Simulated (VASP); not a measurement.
```xyz
2
Lattice="0.0000 2.6913 2.6913 2.6913 0.0000 2.6913 2.6913 2.6913 0.0000" Properties=species:S:1:pos:R:3 pbc="T T T"
Zn    -0.1000     0.0000     0.0000
S      1.3456     1.3456     1.3456
```

All values below come from r2SCAN meta-GGA, VASP's PBE PAW potentials (set 64) (plane waves; VASP 6.6.1). Numerical set-up: 480 eV cut-off, 8×8×8 Γ-centred mesh, Gaussian smearing of 0.050 eV, potentials Zn S.

Q: Estimate the energy per atom (σ→0), largest force, band gap (on the k-mesh) with the smallest direct gap where there is one.

A: 
```
Property                                      Value
-----------------------------------  --------------
band gap (on the k-mesh)                    2.67 eV
smallest direct gap (on the k-mesh)         2.67 eV
energy per atom (σ→0)                -9.418 eV/atom
largest force                            0.595 eV/Å
```

The absolute energy has meaning only against runs of the same code, potentials and settings.

The compound is ZnS in the zinc blende structure. This cell was strained or had an atom moved on purpose.
